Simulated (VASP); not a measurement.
# A point defect in LaSb, part 2 of 5

Wanted: what a point defect costs in LaSb and how the lattice relaxes round it. The start is a cell from a database of measured crystal structures.

VASP 6.6.1, plane waves and PAW; the level of theory is named at each step.

Still holding for the runs below: The k-mesh is coarse for a metal.

So far. Step 2 (Relaxing the host crystal): The run ended after 3 ionic steps, 0.002 eV below its first step, once forces and stress met EDIFFG = -0.02.

## 3. The perfect supercell

Level of this step: PBEsol; plane waves and PAW (La, Sb) (VASP).

System of this step: LaSb. The cell holds 72 atoms: 36 La and 36 Sb. Cell: a = 13.703 Å, b = 13.703 Å, c = 18.270 Å, α = 60.0°, β = 60.0°, γ = 60.0°. It derives from LaSb.

The same cell, mesh and cutoff without the defect give the energy to subtract and, in a gapped host, the band edges to count from, so that most errors cancel.

INCAR reads:

```
SYSTEM = LaSb
PREC = Normal
ENCUT = 300
EDIFF = 1E-05
NELM = 120
ISMEAR = 1
SIGMA = 0.2
LREAL = Auto
ALGO = Fast
GGA = PS
NBANDS = 338
LASPH = .TRUE.
LORBIT = 11
LWAVE = .FALSE.
LCHARG = .FALSE.
```

POSCAR reads:

```
LaSb
1.0
    0.0000000000      9.6891782412      9.6891782412
    9.6891782412      0.0000000000      9.6891782412
   12.9189043216     12.9189043216      0.0000000000
La Sb
36 36
Direct
    0.0000000000      0.0000000000      0.0000000000
    0.0000000000      0.0000000000      0.2500000000
    0.0000000000      0.0000000000      0.5000000000
    0.0000000000      0.0000000000      0.7500000000
    0.0000000000      0.3333333333      0.0000000000
    0.0000000000      0.3333333333      0.2500000000
    0.0000000000      0.3333333333      0.5000000000
    0.0000000000      0.3333333333      0.7500000000
    0.0000000000      0.6666666667      0.0000000000
    0.0000000000      0.6666666667      0.2500000000
    0.0000000000      0.6666666667      0.5000000000
    0.0000000000      0.6666666667      0.7500000000
    0.3333333333      0.0000000000      0.0000000000
    0.3333333333      0.0000000000      0.2500000000
    0.3333333333      0.0000000000      0.5000000000
    0.3333333333      0.0000000000      0.7500000000
    0.3333333333      0.3333333333      0.0000000000
    0.3333333333      0.3333333333      0.2500000000
    0.3333333333      0.3333333333      0.5000000000
    0.3333333333      0.3333333333      0.7500000000
    0.3333333333      0.6666666667      0.0000000000
    0.3333333333      0.6666666667      0.2500000000
    0.3333333333      0.6666666667      0.5000000000
    0.3333333333      0.6666666667      0.7500000000
    0.6666666667      0.0000000000      0.0000000000
    0.6666666667      0.0000000000      0.2500000000
    0.6666666667      0.0000000000      0.5000000000
    0.6666666667      0.0000000000      0.7500000000
    0.6666666667      0.3333333333      0.0000000000
    0.6666666667      0.3333333333      0.2500000000
    0.6666666667      0.3333333333      0.5000000000
    0.6666666667      0.3333333333      0.7500000000
    0.6666666667      0.6666666667      0.0000000000
    0.6666666667      0.6666666667      0.2500000000
    0.6666666667      0.6666666667      0.5000000000
    0.6666666667      0.6666666667      0.7500000000
    0.1666666667      0.1666666667      0.1250000000
    0.1666666667      0.1666666667      0.3750000000
    0.1666666667      0.1666666667      0.6250000000
    0.1666666667      0.1666666667      0.8750000000
    0.1666666667      0.5000000000      0.1250000000
    0.1666666667      0.5000000000      0.3750000000
    0.1666666667      0.5000000000      0.6250000000
    0.1666666667      0.5000000000      0.8750000000
    0.1666666667      0.8333333333      0.1250000000
    0.1666666667      0.8333333333      0.3750000000
    0.1666666667      0.8333333333      0.6250000000
    0.1666666667      0.8333333333      0.8750000000
    0.5000000000      0.1666666667      0.1250000000
    0.5000000000      0.1666666667      0.3750000000
    0.5000000000      0.1666666667      0.6250000000
    0.5000000000      0.1666666667      0.8750000000
    0.5000000000      0.5000000000      0.1250000000
    0.5000000000      0.5000000000      0.3750000000
    0.5000000000      0.5000000000      0.6250000000
    0.5000000000      0.5000000000      0.8750000000
    0.5000000000      0.8333333333      0.1250000000
    0.5000000000      0.8333333333      0.3750000000
    0.5000000000      0.8333333333      0.6250000000
    0.5000000000      0.8333333333      0.8750000000
    0.8333333333      0.1666666667      0.1250000000
    0.8333333333      0.1666666667      0.3750000000
    0.8333333333      0.1666666667      0.6250000000
    0.8333333333      0.1666666667      0.8750000000
    0.8333333333      0.5000000000      0.1250000000
    0.8333333333      0.5000000000      0.3750000000
    0.8333333333      0.5000000000      0.6250000000
    0.8333333333      0.5000000000      0.8750000000
    0.8333333333      0.8333333333      0.1250000000
    0.8333333333      0.8333333333      0.3750000000
    0.8333333333      0.8333333333      0.6250000000
    0.8333333333      0.8333333333      0.8750000000
```

KPOINTS reads:

```
Automatic mesh
0
Gamma
2 2 2
0 0 0
```

Potentials, in the order of the species: La and Sb (PBE family, release 64).

On the command line:

```sh
> export OMP_NUM_THREADS=5
> mpirun -np 1 vasp_std
```

What it wrote:

```text
[banner, memory and clock lines left out]
running    1 mpi-ranks, on    1 nodes
 distrk:  each k-point on    1 cores,    1 groups
 distr:  one band on    1 cores,    1 groups
 Offloading initialized ...    1 GPUs detected
 POSCAR found type information on POSCAR LaSb
 POSCAR found :  2 types and      72 ions
 [... a notice as in an earlier step ...]

 LDA part: xc-table for (Slater+PW92), standard interpolation
 POSCAR, INCAR and KPOINTS ok, starting setup
 FFT: planning ... GRIDC
 FFT: planning ... GRID_SOFT
 FFT: planning ... GRID
 WAVECAR not read
 entering main loop
       N       E                     dE             d eps       ncg     rms          rms(c)
DAV:   1     0.656829616825E+04    0.65683E+04   -0.13095E+05  4112   0.130E+03
DAV:   2     0.171012033520E+04   -0.48582E+04   -0.47598E+04  5512   0.416E+02
DAV:   3    -0.102081534850E+03   -0.18122E+04   -0.17826E+04  6688   0.284E+02
DAV:   4    -0.399141377612E+03   -0.29706E+03   -0.28879E+03  7100   0.139E+02
DAV:   5    -0.437564508374E+03   -0.38423E+02   -0.37859E+02  7768   0.552E+01    0.233E+01
RMM:   6    -0.438962649197E+03   -0.13981E+01   -0.41687E+01  5800   0.222E+01    0.140E+01
RMM:   7    -0.444236768674E+03   -0.52741E+01   -0.60976E+01  7235   0.867E+00    0.287E+00
RMM:   8    -0.446660855821E+03   -0.24241E+01   -0.22044E+01  8110   0.451E+00    0.509E+00
RMM:   9    -0.446715095264E+03   -0.54239E-01   -0.60212E+00  8084   0.316E+00    0.545E+00
RMM:  10    -0.446372005488E+03    0.34309E+00   -0.36596E+00  7834   0.316E+00    0.514E+00
RMM:  11    -0.446547847136E+03   -0.17584E+00   -0.14199E+00  8112   0.154E+00    0.474E+00
RMM:  12    -0.446643497446E+03   -0.95650E-01   -0.94687E-01  8112   0.118E+00    0.511E+00
RMM:  13    -0.446567199219E+03    0.76298E-01   -0.73726E-01  8070   0.140E+00    0.393E+00
RMM:  14    -0.446596641690E+03   -0.29442E-01   -0.40390E-01  8112   0.820E-01    0.392E+00
RMM:  15    -0.446623180194E+03   -0.26539E-01   -0.31014E-01  8112   0.682E-01    0.391E+00
RMM:  16    -0.446643684179E+03   -0.20504E-01   -0.21326E-01  8112   0.580E-01    0.396E+00
RMM:  17    -0.446657725717E+03   -0.14042E-01   -0.17784E-01  8112   0.516E-01    0.398E+00
RMM:  18    -0.446664423000E+03   -0.66973E-02   -0.12739E-01  8109   0.461E-01    0.399E+00
RMM:  19    -0.446613003487E+03    0.51420E-01   -0.20685E-01  7884   0.803E-01    0.347E+00
RMM:  20    -0.446604738083E+03    0.82654E-02   -0.14620E-01  8088   0.542E-01    0.332E+00
RMM:  21    -0.446610995112E+03   -0.62570E-02   -0.58671E-02  8110   0.343E-01    0.320E+00
RMM:  22    -0.446623988231E+03   -0.12993E-01   -0.55735E-02  7873   0.347E-01    0.299E+00
RMM:  23    -0.446626021195E+03   -0.20330E-02   -0.37060E-02  8013   0.272E-01    0.331E+00
RMM:  24    -0.446626001827E+03    0.19368E-04   -0.30475E-02  7849   0.253E-01    0.303E+00
RMM:  25    -0.446633256595E+03   -0.72548E-02   -0.52967E-02  8082   0.467E-01    0.189E+00
RMM:  26    -0.446640232664E+03   -0.69761E-02   -0.79013E-02  8085   0.556E-01    0.104E+00
RMM:  27    -0.446643447819E+03   -0.32152E-02   -0.29645E-02  8061   0.281E-01    0.799E-01
RMM:  28    -0.446644839989E+03   -0.13922E-02   -0.38853E-02  7991   0.328E-01    0.512E-01
RMM:  29    -0.446644292299E+03    0.54769E-03   -0.22378E-02  7967   0.231E-01    0.331E-01
RMM:  30    -0.446644680486E+03   -0.38819E-03   -0.16055E-02  7580   0.173E-01    0.272E-01
RMM:  31    -0.446644715729E+03   -0.35243E-04   -0.11293E-02  7799   0.156E-01    0.304E-01
RMM:  32    -0.446645505579E+03   -0.78985E-03   -0.75594E-03  7453   0.117E-01    0.292E-01
WARNING in EDDRMM: call to ZHEGV failed, returncode =   6  3    161
RMM:  33    -0.446646887856E+03   -0.13823E-02   -0.92411E-03  7867   0.154E-01    0.125E-01
RMM:  34    -0.446647587691E+03   -0.69983E-03   -0.60182E-03  7844   0.122E-01    0.765E-02
RMM:  35    -0.446648178581E+03   -0.59089E-03   -0.52161E-03  7745   0.104E-01    0.594E-02
RMM:  36    -0.446648584708E+03   -0.40613E-03   -0.37457E-03  7578   0.917E-02    0.487E-02
RMM:  37    -0.446648936678E+03   -0.35197E-03   -0.33796E-03  7305   0.842E-02    0.288E-02
RMM:  38    -0.446649223218E+03   -0.28654E-03   -0.28150E-03  7145   0.773E-02    0.751E-03
RMM:  39    -0.446649444207E+03   -0.22099E-03   -0.22713E-03  6768   0.679E-02    0.594E-03
RMM:  40    -0.446649620371E+03   -0.17616E-03   -0.18153E-03  6282   0.636E-02    0.540E-03
RMM:  41    -0.446649767411E+03   -0.14704E-03   -0.15159E-03  6031   0.610E-02    0.442E-03
RMM:  42    -0.446649887137E+03   -0.11973E-03   -0.12341E-03  5978   0.568E-02    0.352E-03
RMM:  43    -0.446649985401E+03   -0.98264E-04   -0.10226E-03  5853   0.538E-02    0.613E-03
RMM:  44    -0.446650066087E+03   -0.80686E-04   -0.83514E-04  5800   0.503E-02    0.999E-03
RMM:  45    -0.446650134140E+03   -0.68052E-04   -0.70167E-04  5709   0.477E-02    0.132E-02
RMM:  46    -0.446650190590E+03   -0.56451E-04   -0.58120E-04  5589   0.454E-02    0.161E-02
RMM:  47    -0.446650239583E+03   -0.48993E-04   -0.50282E-04  5561   0.438E-02    0.187E-02
RMM:  48    -0.446650280590E+03   -0.41008E-04   -0.42080E-04  5442   0.422E-02    0.211E-02
RMM:  49    -0.446650316153E+03   -0.35563E-04   -0.36391E-04  5409   0.409E-02    0.234E-02
RMM:  50    -0.446650346458E+03   -0.30305E-04   -0.30780E-04  5302   0.395E-02    0.252E-02
RMM:  51    -0.446650373779E+03   -0.27322E-04   -0.27421E-04  5214   0.390E-02    0.275E-02
RMM:  52    -0.446650397422E+03   -0.23642E-04   -0.23937E-04  5152   0.386E-02    0.291E-02
RMM:  53    -0.446650418390E+03   -0.20968E-04   -0.20912E-04  5070   0.376E-02    0.305E-02
WARNING in EDDRMM: call to ZHEGV failed, returncode =   6  3    146
RMM:  54    -0.446650437310E+03   -0.18920E-04   -0.17803E-04  4968   0.368E-02    0.306E-02
RMM:  55    -0.446650453533E+03   -0.16223E-04   -0.16321E-04  4866   0.364E-02    0.318E-02
RMM:  56    -0.446650474314E+03   -0.20780E-04   -0.14415E-04  4761   0.361E-02    0.286E-02
RMM:  57    -0.446650487351E+03   -0.13038E-04   -0.12685E-04  4618   0.359E-02    0.296E-02
RMM:  58    -0.446650500085E+03   -0.12734E-04   -0.11614E-04  4491   0.355E-02    0.297E-02
RMM:  59    -0.446650514682E+03   -0.14597E-04   -0.10245E-04  4331   0.347E-02    0.265E-02
RMM:  60    -0.446650522497E+03   -0.78149E-05   -0.93892E-05  4225   0.350E-02
   1 F= -.44665052E+03 E0= -.44666498E+03  d E =0.433736E-01
```

It took 17 min on 1 × NVIDIA H100 80GB HBM3, 81559 MiB with 1 MPI rank of AMD EPYC 7R13 (Zen 3), card shared with another run, shared host; peak memory 3 GiB.

Parts of OUTCAR (step 3):

```text
  LATTYP: Found a base centered monoclinic cell.
 ALAT       =    23.7335427178
 B/A-ratio  =     0.5773502692
 C/A-ratio  =     0.7698003589
 COS(beta)  =    -0.5773502692

 Subroutine GETGRP returns: Found  4 space group operations
 (whereof  4 operations were pure point group operations)

The static configuration has the point symmetry C_2h.

 Found      6 irreducible k-points:

   k-points           NKPTS =      6   k-points in BZ     NKDIM =      6   number of bands    NBANDS=    338

   dimension x,y,z NGX =    60 NGY =   60 NGZ =   80
   dimension x,y,z NGXF=   120 NGYF=  120 NGZF=  160

   ENCUT  =  300.0 eV  22.05 Ry    4.70 a.u.  19.35 19.35 25.80*2*pi/ulx,y,z

   NELECT =     576.0000    total number of electrons

 E-fermi :   6.6122

 k-point     1 :       0.0000    0.0000    0.0000
  band No.  band energies     occupation
    ...
    283       6.3772      2.07010
    284       6.3778      2.06999
    285       6.3778      2.06999
    286       6.6465      0.71368
    287       6.6465      0.71368
    288       6.9437     -0.04086
    289       6.9448     -0.04037
    290       6.9448     -0.04035
    291       7.0808     -0.00453
    292       7.0808     -0.00453
    ...

 k-point     2 :       0.5000    0.0000    0.0000
  band No.  band energies     occupation
    ...
    285       6.2934      2.04670
    286       6.2934      2.04670
    287       6.3738      2.07057
    288       6.4485      1.98922
    289       6.4495      1.98671
    290       7.2844     -0.00002
    291       7.2844     -0.00002
    292       7.3768     -0.00000
    293       7.3768     -0.00000
    294       7.5401     -0.00000
    ...

  Total       -5.6067897     -5.6067897     -6.1462895     -0.5099861      0.8562369      0.8562410
  in kB       -3.7033545     -3.7033545     -4.0597008     -0.3368522      0.5655552      0.5655578
  external PRESSURE =      -3.8221366 kB  Pullay stress =       0.0000000 kB

  energy-cutoff  :      300.00
  volume of cell :     2425.66
      direct lattice vectors                 reciprocal lattice vectors
     0.000000000  9.689178241  9.689178241    -0.051603963  0.051603963  0.051603963
     9.689178241  0.000000000  9.689178241     0.051603963 -0.051603963  0.051603963
    12.918904322 12.918904322  0.000000000     0.038702973  0.038702973 -0.038702973

 POSITION                                       TOTAL-FORCE (eV/Angst)
 -----------------------------------------------------------------------------------
      0.00000      0.00000      0.00000        -0.000000      0.000000     -0.000000
      3.22973      3.22973      0.00000         0.000000      0.000000      0.000000
      6.45945      6.45945      0.00000         0.000000      0.000000      0.000000
      9.68918      9.68918      0.00000        -0.000000      0.000000      0.000000
      3.22973      0.00000      3.22973         0.000000      0.000000      0.000000
      6.45945      3.22973      3.22973         0.000000     -0.000000      0.000000
      9.68918      6.45945      3.22973         0.000000      0.000000      0.000000
     12.91890      9.68918      3.22973         0.000000      0.000000      0.000000
      6.45945      0.00000      6.45945        -0.000000     -0.000000      0.000000
      9.68918      3.22973      6.45945        -0.000000     -0.000000      0.000000
     12.91890      6.45945      6.45945        -0.000000      0.000000      0.000000
     16.14863      9.68918      6.45945         0.000000     -0.000000      0.000000
      0.00000      3.22973      3.22973        -0.000000     -0.000000     -0.000000
      3.22973      6.45945      3.22973         0.000000      0.000000     -0.000000
      6.45945      9.68918      3.22973        -0.000000      0.000000     -0.000000
      9.68918     12.91890      3.22973        -0.000000     -0.000000     -0.000000
      3.22973      3.22973      6.45945        -0.000000      0.000000     -0.000000
      6.45945      6.45945      6.45945        -0.000000     -0.000000     -0.000000
      9.68918      9.68918      6.45945        -0.000000      0.000000     -0.000000
     12.91890     12.91890      6.45945        -0.000000     -0.000000     -0.000000
      6.45945      3.22973      9.68918        -0.000000     -0.000000     -0.000000
      9.68918      6.45945      9.68918        -0.000000     -0.000000     -0.000000
     12.91890      9.68918      9.68918         0.000000      0.000000     -0.000000
     16.14863     12.91890      9.68918        -0.000000      0.000000     -0.000000
      0.00000      6.45945      6.45945         0.000000     -0.000000     -0.000000
      3.22973      9.68918      6.45945        -0.000000     -0.000000      0.000000
      6.45945     12.91890      6.45945         0.000000      0.000000      0.000000
      9.68918     16.14863      6.45945        -0.000000     -0.000000      0.000000
      3.22973      6.45945      9.68918        -0.000000     -0.000000      0.000000
      6.45945      9.68918      9.68918        -0.000000     -0.000000      0.000000
      9.68918     12.91890      9.68918         0.000000     -0.000000      0.000000
     12.91890     16.14863      9.68918        -0.000000     -0.000000      0.000000
      6.45945      6.45945     12.91890        -0.000000     -0.000000      0.000000
      9.68918      9.68918     12.91890         0.000000     -0.000000      0.000000
     12.91890     12.91890     12.91890         0.000000     -0.000000     -0.000000
     16.14863     16.14863     12.91890        -0.000000     -0.000000     -0.000000
      3.22973      3.22973      3.22973         0.000000      0.000000      0.000000
      6.45945      6.45945      3.22973         0.000000      0.000000     -0.000000
[...]
-----------------------------------------------------------------------------------
    total drift:                                0.000000      0.000000      0.000000

  FREE ENERGIE OF THE ION-ELECTRON SYSTEM (eV)
  ---------------------------------------------------
  free  energy   TOTEN  =      -446.6505224965 eV

  energy  without entropy=     -446.6938960519  energy(sigma->0) =     -446.66498035

 total charge
# of ion       s       p       d       f       tot
--------------------------------------------------
    1        2.030   5.634   0.701   0.118   8.484
    2        2.030   5.634   0.701   0.118   8.484
    3        2.030   5.634   0.701   0.118   8.484
    4        2.030   5.634   0.701   0.118   8.484
    5        2.030   5.634   0.701   0.118   8.484
    6        2.030   5.634   0.701   0.118   8.484
    7        2.030   5.634   0.701   0.118   8.484
    8        2.030   5.634   0.701   0.118   8.484
    9        2.030   5.634   0.701   0.118   8.484
   10        2.030   5.634   0.701   0.118   8.484
   11        2.030   5.634   0.701   0.118   8.484
   12        2.030   5.634   0.701   0.118   8.484
   13        2.030   5.634   0.701   0.118   8.484
   14        2.030   5.634   0.701   0.118   8.484
   15        2.030   5.634   0.701   0.118   8.484
   16        2.030   5.634   0.701   0.118   8.484
   17        2.030   5.634   0.701   0.118   8.484
   18        2.030   5.634   0.701   0.118   8.484
   19        2.030   5.634   0.701   0.118   8.484
   20        2.030   5.634   0.701   0.118   8.484
   21        2.030   5.634   0.701   0.118   8.484
   22        2.030   5.634   0.701   0.118   8.484
   23        2.030   5.634   0.701   0.118   8.484
   24        2.030   5.634   0.701   0.118   8.484
   25        2.030   5.634   0.701   0.118   8.484
   26        2.030   5.634   0.701   0.118   8.484
   27        2.030   5.634   0.701   0.118   8.484
   28        2.030   5.634   0.701   0.118   8.484
   29        2.030   5.634   0.701   0.118   8.484
   30        2.030   5.634   0.701   0.118   8.484
   31        2.030   5.634   0.701   0.118   8.484
   32        2.030   5.634   0.701   0.118   8.484
   33        2.030   5.634   0.701   0.118   8.484
   34        2.030   5.634   0.701   0.118   8.484
   35        2.030   5.634   0.701   0.118   8.484
   36        2.030   5.634   0.701   0.118   8.484
   37        1.130   1.417   0.010   0.000   2.558
[...]
--------------------------------------------------
tot        113.781 253.863  25.614   4.239 397.498

[... 7 further parts left out ...]
```

Numbers from this step:

```
electronic cycles       : 60
electrons               : 576
free energy (TOTEN)     : -446.6505 eV
energy at zero smearing : -446.6650 eV
Fermi energy            : 6.612 eV
```

The host is treated as a metal, as its relaxation found a gap under 0.3 eV or none, and only the neutral defect is run.

(Part 2 of 5 ends here.)

[Lines on the potential files, build, host, timing and source positions are cut from VASP's logs without a mark.]

[Logs are printed without paths, hosts, clocks, repeated set-up lines and the standing remarks that a program may print on its own settings, such as how far it seeks lower states.]

[Hosts, paths, dates, database ids (printed as entryN), source tags and the programs' standing remarks are cut or masked in the printed files.]

[In band tables of VASP the shares of atoms and orbitals are scaled to a sum of 1 inside the atoms' spheres.]

[Runs that stopped without an error message from VASP are left out.]
